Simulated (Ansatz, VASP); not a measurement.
## H47C18S9N3O13F6: VASP beside Ansatz

Wanted: the spread between two codes on one cell, functional and k mesh. The cell is taken from a series of runs on this material, whose earlier steps may have relaxed, scaled, displaced or heated it; both programs get it as it stands.

Program: Ansatz 0.2.0. Level of theory: plane waves, with VASP 6.6.1 beside it; single point at PBE with D3(BJ). Results are calculated unless marked as measured.

**1. The starting structure**

The cell holds 96 atoms: 18 C, 9 S, 47 H, 3 N, 13 O and 6 F. Cell: a = 10.340 Å, b = 10.340 Å, c = 10.340 Å, α = 90.0°, β = 90.0°, γ = 90.0°.

**2. VASP: single point, PBE with D3(BJ)**

With cell and atoms fixed, the geometry can't cause a difference; cores, projectors, grids and the points listed under the comparison can.

Lines of VASP's logs that name or quote its potential files are left out, and so is its time.

File INCAR:

```
SYSTEM = H47C18S9N3O13F6
PREC = Accurate
ENCUT = 520
EDIFF = 1E-05
NELM = 100
ISMEAR = -1
SIGMA = 0.025
LREAL = Auto
ALGO = Fast
GGA = PE
IVDW = 12
NBANDS = 221
LORBIT = 11
LWAVE = .FALSE.
LCHARG = .FALSE.
ISIF = 2
```

File POSCAR:

```
H47C18S9N3O13F6
1.0
   10.3401400000      0.0000000000      0.0000000000
    0.0000000000     10.3401400000      0.0000000000
    0.0000000000      0.0000000000     10.3401400000
C S H N O F
18 9 47 3 13 6
Direct
    0.6046300000      0.6384300000      0.8918600000
    0.4955100000      0.6105400000      0.9855700000
    0.5274100000      0.8116400000      0.1622200000
    0.5768400000      0.8654700000      0.2900300000
    0.3964200000      0.6113700000      0.2471800000
    0.4346300000      0.5619400000      0.3837000000
    0.9583800000      0.6694200000      0.1858300000
    0.0059400000      0.6191500000      0.3203400000
    0.8956700000      0.7571500000      0.4943800000
    0.8114400000      0.7776200000      0.6088200000
    0.9812300000      0.5145300000      0.5503400000
    0.0026100000      0.3798200000      0.5107600000
    0.9345800000      0.3961500000      0.9094900000
    0.8030000000      0.3610100000      0.9647800000
    0.7954600000      0.0967700000      0.9089200000
    0.8217900000      0.9603200000      0.9480900000
    0.6709000000      0.1936200000      0.1200600000
    0.6741500000      0.2854700000      0.2291200000
    0.5479300000      0.6321200000      0.1575000000
    0.8756200000      0.5948200000      0.4341500000
    0.8304000000      0.2044300000      0.0480900000
    0.3133200000      0.1808700000      0.1468700000
    0.1514300000      0.0465400000      0.2737000000
    0.2979800000      0.8550600000      0.6684600000
    0.1357400000      0.0192700000      0.7540300000
    0.4032000000      0.3513500000      0.6670600000
    0.5755600000      0.1991800000      0.5846500000
    0.6417100000      0.7369000000      0.9083900000
    0.5591800000      0.6268500000      0.7977600000
    0.6795600000      0.5727200000      0.9036800000
[... 60 atom lines left out ...]
    0.3131100000      0.2485600000      0.0096100000
    0.2637000000      0.9402900000      0.2472600000
    0.4422200000      0.8560800000      0.6139000000
    0.1016600000      0.1765800000      0.7346000000
    0.4906700000      0.4699400000      0.6207900000
    0.6144800000      0.1365400000      0.4431400000
```

File KPOINTS:

```
Automatic mesh
0
Gamma
1 1 1
0 0 0
```

Potentials, in the order of the species: C, S, H, N, O and F (PBE family, release 64).

Run with:

```
export OMP_NUM_THREADS=5
mpirun -np 1 vasp_gam
```

Numbers of over 12 decimals in the logs are rounded to 6 here.

What it wrote:

```text
[banner, memory and clock lines left out]
running    1 mpi-ranks, on    1 nodes
[...]
Offloading initialized ...    1 GPUs detected
[...]
LDA part: xc-table for (Slater+PW92), standard interpolation
 POSCAR, INCAR and KPOINTS ok, starting setup
[...]
entering main loop
       N       E                     dE             d eps       ncg     rms          rms(c)
DAV:   1     0.253706089775E+04    0.25371E+04   -0.16630E+05   450   0.130E+03
DAV:   2    -0.292840935770E+03   -0.28299E+04   -0.26920E+04   551   0.310E+02
DAV:   3    -0.560163626617E+03   -0.26732E+03   -0.26517E+03   548   0.101E+02
DAV:   4    -0.566020307712E+03   -0.58567E+01   -0.58260E+01   564   0.165E+01
[...]
RMM:  15    -0.501953286487E+03    0.67119E-04   -0.52066E-04   567   0.379E-02    0.203E-02
RMM:  16    -0.501953286738E+03   -0.25121E-06   -0.18320E-04   557   0.205E-02    0.751E-03
RMM:  17    -0.501953288460E+03   -0.17224E-05   -0.34566E-05   453   0.915E-03
   1 F= -.50779604E+03 E0= -.50779604E+03  d E =-.416967E-11
```

From OUTCAR (step 2):

```text
  FREE ENERGIE OF THE ION-ELECTRON SYSTEM (eV)
  ---------------------------------------------------
  free  energy   TOTEN  =      -507.7960429075 eV

  energy  without entropy=     -507.7960429075  energy(sigma->0) =     -507.79604291

[... 1 further part left out ...]
```

The run ends at a pressure of 0.80 GPa, with forces up to 4.3 eV/Å.

**3. Ansatz: single point, PBE with D3(BJ)**

Ansatz runs on its default PAW (the set named soft_2) files.

The same cell, functional, mesh and smearing now go to Ansatz, which takes its cutoff from its data sets.

File input.yaml:

```yaml
crystal:
  lattice:
    - [10.34014, 0.0, 0.0]
    - [0.0, 10.34014, 0.0]
    - [0.0, 0.0, 10.34014]
  atoms:
    - { symbol: C, position: [0.60463, 0.63843, 0.89186] }
    - { symbol: C, position: [0.49551, 0.61054, 0.98557] }
    - { symbol: S, position: [0.54793, 0.63212, 0.1575] }
    - { symbol: C, position: [0.52741, 0.81164, 0.16222] }
    - { symbol: C, position: [0.57684, 0.86547, 0.29003] }
    - { symbol: C, position: [0.39642, 0.61137, 0.24718] }
    - { symbol: C, position: [0.43463, 0.56194, 0.3837] }
    - { symbol: H, position: [0.64171, 0.7369, 0.90839] }
    - { symbol: H, position: [0.55918, 0.62685, 0.79776] }
    - { symbol: H, position: [0.67956, 0.57272, 0.90368] }
    - { symbol: H, position: [0.42403, 0.68999, 0.9724] }
    - { symbol: H, position: [0.4579, 0.5119, 0.97623] }
    - { symbol: H, position: [0.58557, 0.84602, 0.08674] }
    - { symbol: H, position: [0.43113, 0.83979, 0.13848] }
    - { symbol: H, position: [0.56632, 0.967, 0.29556] }
    - { symbol: H, position: [0.51666, 0.83693, 0.36864] }
    - { symbol: H, position: [0.67913, 0.83544, 0.3146] }
    - { symbol: H, position: [0.34573, 0.5405, 0.19446] }
    - { symbol: H, position: [0.33645, 0.70104, 0.25655] }
    - { symbol: H, position: [0.49753, 0.63423, 0.42008] }
    - { symbol: H, position: [0.5022, 0.48468, 0.38117] }
    - { symbol: H, position: [0.3458, 0.53651, 0.44206] }
    - { symbol: C, position: [0.95838, 0.66942, 0.18583] }
    - { symbol: C, position: [0.00594, 0.61915, 0.32034] }
    - { symbol: S, position: [0.87562, 0.59482, 0.43415] }
    - { symbol: C, position: [0.89567, 0.75715, 0.49438] }
    - { symbol: C, position: [0.81144, 0.77762, 0.60882] }
    - { symbol: C, position: [0.98123, 0.51453, 0.55034] }
    - { symbol: C, position: [0.00261, 0.37982, 0.51076] }
    - { symbol: H, position: [0.87934, 0.59709, 0.15362] }
    - { symbol: H, position: [0.90892, 0.75745, 0.19534] }
    - { symbol: H, position: [0.02273, 0.6884, 0.10166] }
    - { symbol: H, position: [0.04774, 0.52015, 0.28962] }
    - { symbol: H, position: [0.08922, 0.68001, 0.35515] }
    - { symbol: H, position: [0.86411, 0.8276, 0.42059] }
    - { symbol: H, position: [0.0013, 0.77455, 0.52493] }
    - { symbol: H, position: [0.79168, 0.87884, 0.62511] }
    - { symbol: H, position: [0.72082, 0.73108, 0.59497] }
    - { symbol: H, position: [0.84732, 0.73417, 0.69973] }
    - { symbol: H, position: [0.0688, 0.57013, 0.55461] }
    - { symbol: H, position: [0.92747, 0.52567, 0.64287] }
    - { symbol: H, position: [0.01795, 0.33075, 0.59728] }
    - { symbol: H, position: [0.91912, 0.32685, 0.47375] }
    - { symbol: H, position: [0.07753, 0.36364, 0.43513] }
    - { symbol: C, position: [0.93458, 0.39615, 0.90949] }
    - { symbol: C, position: [0.803, 0.36101, 0.96478] }
    - { symbol: S, position: [0.8304, 0.20443, 0.04809] }
    - { symbol: C, position: [0.79546, 0.09677, 0.90892] }
    - { symbol: C, position: [0.82179, 0.96032, 0.94809] }
    - { symbol: C, position: [0.6709, 0.19362, 0.12006] }
    - { symbol: C, position: [0.67415, 0.28547, 0.22912] }
[... 9 lines left out ...]
    - { symbol: H, position: [0.78365, 0.94416, 0.04265] }
    - { symbol: H, position: [0.65601, 0.09739, 0.13927] }
    - { symbol: H, position: [0.59736, 0.21824, 0.04744] }
    - { symbol: H, position: [0.58562, 0.29019, 0.2907] }
    - { symbol: H, position: [0.75131, 0.27913, 0.30002] }
    - { symbol: H, position: [0.68475, 0.38294, 0.18843] }
    - { symbol: "N", position: [0.1682, 0.13376, 0.15188] }
    - { symbol: S, position: [0.31332, 0.18087, 0.14687] }
    - { symbol: O, position: [0.41465, 0.08382, 0.12596] }
    - { symbol: O, position: [0.35095, 0.29246, 0.22654] }
    - { symbol: F, position: [0.31311, 0.24856, 0.00961] }
    - { symbol: S, position: [0.15143, 0.04654, 0.2737] }
    - { symbol: O, position: [0.18041, 0.10979, 0.39435] }
    - { symbol: O, position: [0.03209, 0.96796, 0.2673] }
    - { symbol: F, position: [0.2637, 0.94029, 0.24726] }
    - { symbol: "N", position: [0.2558, 0.00419, 0.66071] }
    - { symbol: S, position: [0.29798, 0.85506, 0.66846] }
    - { symbol: O, position: [0.23354, 0.76931, 0.579] }
    - { symbol: O, position: [0.32451, 0.78903, 0.78902] }
    - { symbol: F, position: [0.44222, 0.85608, 0.6139] }
    - { symbol: S, position: [0.13574, 0.01927, 0.75403] }
    - { symbol: O, position: [0.01563, 0.96377, 0.71124] }
    - { symbol: O, position: [0.16293, 0.01319, 0.89085] }
    - { symbol: F, position: [0.10166, 0.17658, 0.7346] }
    - { symbol: "N", position: [0.43068, 0.2481, 0.56065] }
    - { symbol: S, position: [0.4032, 0.35135, 0.66706] }
    - { symbol: O, position: [0.45736, 0.3273, 0.79289] }
    - { symbol: O, position: [0.27306, 0.40738, 0.66637] }
    - { symbol: F, position: [0.49067, 0.46994, 0.62079] }
    - { symbol: S, position: [0.57556, 0.19918, 0.58465] }
    - { symbol: O, position: [0.68004, 0.29234, 0.6086] }
    - { symbol: O, position: [0.57795, 0.08107, 0.65988] }
    - { symbol: F, position: [0.61448, 0.13654, 0.44314] }
    - { symbol: O, position: [0.16815, 0.5841, 0.84818] }
    - { symbol: H, position: [0.22148, 0.51119, 0.81364] }
    - { symbol: H, position: [0.21105, 0.66819, 0.82719] }
kpoints:
  mp_grid: { grid: [1, 1, 1] }
hamiltonian:
  xc: pbe
  dispersion: d3bj
scf:
  occupations: { method: fermi_dirac, width: 0.025 }
output:
  forces: true
```

Run with:

```
ansatz run input.yaml --threads 4 --pin off --max-ram 8192MiB --backend cpu --events-out ev --progress --plain --runs-dir out
```

What it wrote:

```text
Engine: ansatz 0.2.0, aarch64-unknown-linux-gnu
Pseudopotentials: kind: paw
Pseudopotential: C, paw, valence charge 4, recommended cutoff 420 eV (normal), C.paw.azcp
Pseudopotential: S, paw, valence charge 6, recommended cutoff 420 eV (normal), S.paw.azcp
Pseudopotential: H, paw, valence charge 1, recommended cutoff 420 eV (normal), H.paw.azcp
Pseudopotential: N, paw, valence charge 5, recommended cutoff 420 eV (normal), N.paw.azcp
Pseudopotential: O, paw, valence charge 6, recommended cutoff 420 eV (normal), O.paw.azcp
Pseudopotential: F, paw, valence charge 7, recommended cutoff 420 eV (normal), F.paw.azcp
Functional definition: PBE
  parameter kappa = 0.804
  parameter beta = 0.066725
  exchange = pbe_x(kappa = kappa, mu = beta*pi^2/3)
  correlation = pbe_c(beta = beta)
Crystal: 96 atoms, lattice volume = 1105.552 Å³
Basis set: ecut = 420 eV, 21631 PW (Γ), exchange–correlation on 144×144×144 points (8 copies of the dense FFT grid, shifted against one another)
Bands: 250, of which v1, the nominal top of the filled ones, is band 154 counted from 1 (153 counted from 0)
Symmetry: 1 space group operations
Space group: P1 (ITA 1), of the structure as read, at distance tolerance 1.0e-4 Å
k-points: 1
Non-local potential: C, projectors of the file, l = 0: 2, l = 1: 2, l = 2: 1
Non-local potential: S, projectors of the file, l = 0: 2, l = 1: 2, l = 2: 2
Non-local potential: H, projectors of the file, l = 0: 2, l = 1: 1
Non-local potential: N, projectors of the file, l = 0: 2, l = 1: 2, l = 2: 1
Non-local potential: O, projectors of the file, l = 0: 2, l = 1: 2, l = 2: 1
Non-local potential: F, projectors of the file, l = 0: 2, l = 1: 2, l = 2: 1
PAW form: soft (Blöchl's): semilocal exchange-correlation on the pseudo side does not see the compensation charge
PAW one-centre angular grid: C, 110 points (default); XC on 64 Gauss nodes
PAW one-centre angular grid: S, 110 points (default); XC on 64 Gauss nodes
PAW one-centre angular grid: H, 110 points (default); XC on 64 Gauss nodes
PAW one-centre angular grid: N, 110 points (default); XC on 64 Gauss nodes
PAW one-centre angular grid: O, 110 points (default); XC on 64 Gauss nodes
PAW one-centre angular grid: F, 110 points (default); XC on 64 Gauss nodes
Initial density: superposition of atomic densities (neutral atoms: chi_scale 0, normalization atom), corrected by the library's trained network
Initial wavefunctions: pseudopotential atomic-orbital guess
Functional: x = pbe(κ = 0.804, μ = 0.219515), c = pbe(β = 0.066725)
SCF iter   1: F=—  HF=-26756.666567 eV  |F-HF|=—  |Δ(HF+E_count)|=         —  Δρ=4.71e-3  dr2=4.02e-1  ethr=1.77e-3  ⟨swp⟩=6.0  Hψ=1219  notcnv=0  defer=34
preconditioner: auto → Resta (q_TF=auto, 2.205 Å⁻¹)  ε∞=2.6  [insulator: Δε(μ)=3.653 eV  Ē_g=15.274 eV  σ=0.025 eV  W_gap=1.00  n_scr=202 (ndim 8)  ℏωp=19.2 eV  f_vac=0.242  D(μ)=0.00/eV (n_scr^D=0)  ε∞_Penn≈2.6]
SCF iter   2: F=—  HF=-26756.534549 eV  |F-HF|=—  |Δ(HF+E_count)|=   1.32e-1  Δρ=2.33e-3  dr2=7.04e-2  ethr=1.31e-4  ⟨swp⟩=2.0  Hψ=362  notcnv=0  defer=90
SCF iter   3: F=—  HF=-26756.541168 eV  |F-HF|=—  |Δ(HF+E_count)|=   6.62e-3  Δρ=1.19e-3  dr2=1.77e-2  ethr=2.29e-5  ⟨swp⟩=2.0  Hψ=311  notcnv=0  defer=19
automatic band count: iteration 3 solves 179 bands in place of 250: the levels show a gap, and the empty bands left out lie too high to hold charge; the band table lists the bands solved (type scf.n_extra_bands for more)
SCF iter   4: F=—  HF=-26756.539913 eV  |F-HF|=—  |Δ(HF+E_count)|=   1.26e-3  Δρ=4.96e-4  dr2=2.83e-3  ethr=5.76e-6  ⟨swp⟩=2.0  Hψ=308  notcnv=0  defer=19
SCF iter   5: F=—  HF=-26756.539794 eV  |F-HF|=—  |Δ(HF+E_count)|=   1.18e-4  Δρ=2.10e-4  dr2=5.06e-4  ethr=9.19e-7  ⟨swp⟩=2.0  Hψ=305  notcnv=0  defer=19
SCF iter   6: F=—  HF=-26756.539797 eV  |F-HF|=—  |Δ(HF+E_count)|=   2.99e-6  Δρ=9.20e-5  dr2=9.65e-5  ethr=1.64e-7  ⟨swp⟩=2.0  Hψ=309  notcnv=0  defer=19
SCF iter   7: F=—  HF=-26756.540592 eV  |F-HF|=—  |Δ(HF+E_count)|=   7.95e-4  Δρ=2.68e-5  dr2=7.47e-6  ethr=3.13e-8  ⟨swp⟩=2.0  Hψ=309  notcnv=0  defer=19
SCF iter   8: F=—  HF=-26756.540594 eV  |F-HF|=—  |Δ(HF+E_count)|=   1.62e-6  Δρ=1.80e-5  dr2=3.22e-6  ethr=2.42e-9  ⟨swp⟩=3.0  Hψ=331  notcnv=0  defer=19
SCF iter   9: F=—  HF=-26756.540593 eV  |F-HF|=—  |Δ(HF+E_count)|=   2.94e-7  Δρ=4.26e-6  dr2=1.99e-7  ethr=1.05e-9  ⟨swp⟩=2.0  Hψ=306  notcnv=0  defer=19
SCF iter  10: F=-26756.540593 eV  HF=-26756.540593 eV  |F-HF|=9.62e-9  |Δ(HF+E_count)|=   4.33e-8  Δρ=1.85e-6  dr2=3.43e-8  ethr=3.25e-11  ⟨swp⟩=4.0  Hψ=611  notcnv=0
SCF 1 converged in 10 iterations: F = -26756.540593 eV  dr2 = 3.43e-8
  greatest PAW one-centre occupation: 0.936 electrons in one spin orbital (limit 2), on the F atom at site 70 (counted from 0), in its partial waves of l = 0
SCF converged after 10 iterations
Free energy (F): -26756.540593 eV
Harris-Foulkes:  -26756.540593 eV  (|F-HF|=9.62e-9)
Internal energy: -26756.540593 eV  (E = F + TS)
E sigma→0 (E₀):  -26756.540593 eV
Fermi energy:    1.590016 eV
--- Per-component energies (eV) ---
  E_band       = -2433.525394
  E_kinetic    = 7241.343017
  E_local      = -25119.083687  (includes V_loc(G=0)·N_el)
  E_nonlocal   = 2015.071309
  E_hartree    = 9517.393037
  E_xc         = -3785.667825
  E_vxc        = -4477.789894  (∫ρ·V_xc dr)
  E_paw        = -10863.671662  (= ΣΔE_a)
  E_vpaw       = -1127.833931  (= ΣTr[D̂ρ^β])
  E_aug_tail   = -0.019617  (compensation charges beyond the density's cutoff)
  E_ewald      = -5756.061473
  E_disp       = -5.843692  (pairwise vdW)
  E_smearing   = -0.000000  (= −TS)
  E_closure    = -0.000000  (closes the sum)
  Σ components = -26756.540593   (vs F -26756.540593, Δ=0.00e0)
--- Forces (eV/Å), atoms counted from 1 ---
  atom   1  C     -1.38719539     1.18122330     0.57395798
  atom   2  C     -0.03698724     0.86908710     0.43987513
  atom   3  S     -1.57675443     1.57238513    -0.59916059
  atom   4  C      1.61137148    -0.30139315     1.23031759
  atom   5  C      0.84409164    -1.38618779    -0.06169373
  atom   6  C      0.29512334    -0.29514539     1.73551473
  atom   7  C     -1.47186668     0.26346968    -1.05809758
  atom   8  H     -0.09123600    -0.12425921    -0.41741778
  atom   9  H      0.22095210     0.21224833    -0.44287872
  atom  10  H      1.66814949    -1.38370138    -0.03135125
  atom  11  H     -0.17019930    -0.87806513     0.10020911
  atom  12  H     -0.23473996     0.08481706     0.05789823
  atom  13  H      1.15721638     0.54709761    -1.42169697
  atom  14  H     -1.05579998    -0.14404170    -0.02214322
  atom  15  H      0.14147339     1.44851552    -0.40467046
  atom  16  H     -0.60469721    -0.63347743     0.89645093
  atom  17  H     -0.89153800     0.36936265    -0.43845005
  atom  18  H     -0.89170626    -1.16348626    -0.75293806
  atom  19  H      0.76812452    -0.39823114    -0.43464460
  atom  20  H      0.02299499     1.27811603     1.37388672
  atom  21  H      0.14600611    -1.52740465    -0.37931400
  atom  22  H      1.11262236     0.53073138    -0.39970465
  atom  23  C     -1.54205561    -1.83336283    -0.21904263
  atom  24  C      1.91651879    -1.32417921    -3.64956965
[...]
atom  89  F      0.47863600     1.11288858    -0.29971836
  atom  90  S      2.20874409    -2.29264319     0.46904088
  atom  91  O     -1.01205286    -0.32039178    -0.53532824
  atom  92  O     -0.00278198     0.47592444     0.35868355
  atom  93  F     -0.61234988     0.61100161     0.09117994
  atom  94  O      0.27040340    -0.13189918     0.07867985
  atom  95  H     -0.51339442     1.18434656     0.06144743
  atom  96  H     -0.03309436    -1.18108591     0.00406472
  max |Σ_I F_I| component: 1.30e-4 eV/Å
```

The column dr2 measures how far the density is from self-consistency, as an energy; F and HF (Harris–Foulkes) agree once it is small.

**4. Side by side**

Known differences besides the potentials themselves: the cutoff is 420 eV in Ansatz and 520 eV in VASP (PREC = Accurate, projectors in real space); VASP leaves aspherical gradient terms in its spheres out (LASPH is not set), Ansatz keeps them. Total energies have different zeros and are not compared.

Both answers:

| quantity | Ansatz | VASP | difference |
| --- | --- | --- | --- |
| gap on the k mesh (eV) | 3.375 | 3.402 | -0.026 |

Forces on 10 of the 96 atoms, those with the largest forces and the largest differences (eV/Å; atoms numbered as in POSCAR):

| atom | Ansatz x, y, z | VASP x, y, z |
| --- | --- | --- |
| C8 | 1.917, -1.324, -3.650 | 1.851, -1.334, -3.607 |
| C14 | 1.687, -1.910, -2.114 | 1.693, -1.972, -2.077 |
| S22 | 3.229, 2.086, -1.072 | 3.281, 1.989, -0.894 |
| S23 | -2.670, -1.833, 1.455 | -2.801, -1.632, 1.544 |
| S24 | 1.020, -1.749, -1.055 | 0.808, -1.943, -0.956 |
| S25 | -1.289, 2.240, 1.599 | -1.370, 1.982, 1.682 |
| S26 | -1.850, 1.859, 1.488 | -1.941, 1.682, 1.672 |
| S27 | 2.209, -2.293, 0.469 | 2.216, -2.295, 0.716 |
| O84 | -0.397, -0.714, -0.584 | -0.132, -0.583, -0.498 |
| O86 | 0.228, -0.501, 0.695 | 0.120, -0.446, 0.417 |

The forces differ by 69 meV/Å r.m.s., which is 7.2 % of the r.m.s. force of 0.96 eV/Å (both taken over all components). A gap on the mesh is an upper bound, since the band edges may lie between its points.

**5. Other set-ups**

Further runs change the set-up of one program: Ansatz's method, potentials or start, or VASP's data sets, cutoff or form of LDA. The table gives Ansatz less VASP for each quantity, since a change that brings one quantity closer may part another.

| run | r.m.s. force difference (meV/Å) | gap on the k mesh (eV) |
| --- | --- | --- |
| as above | 69 | -0.026 |
| VASP with the data sets C_GW, S_GW, H_GW, N_GW, O_GW and F_GW and a cutoff of 790 eV | 67 | -0.0081 |
| VASP with the data sets C_h, S_h, H_h, N_h, O_h and F_h and a cutoff of 1240 eV | 14 | -0.0033 |

**6. Summary of results**

- r.m.s. force difference (single point, PBE with D3(BJ)): 7.2 % of the r.m.s. force

The r.m.s. force difference is 7.2 % of the r.m.s. force (single point, PBE with D3(BJ)), beyond the 3 % picked in this series as the mark of a large difference. Single point, PBE with D3(BJ), VASP with the data sets C_GW, S_GW, H_GW, N_GW, O_GW and F_GW and a cutoff of 790 eV: the difference in gap on the k mesh goes from -0.026 to -0.0081 eV. Single point, PBE with D3(BJ), VASP with the data sets C_h, S_h, H_h, N_h, O_h and F_h and a cutoff of 1240 eV: r.m.s. force difference goes from 69 to 14 meV/Å; the difference in gap on the k mesh goes from -0.026 to -0.0033 eV. How closely two codes agree says nothing of how well the functional describes the real material.

[Lines on the potential files, build, host, timing and source positions are cut from VASP's logs without a mark.]

[Logs are printed without paths, hosts, clocks, repeated set-up lines and the standing remarks that a program may print on its own settings, such as how far it seeks lower states.]

[Hosts, paths, dates, database ids (printed as entryN), source tags and the programs' standing remarks are cut or masked in the printed files.]
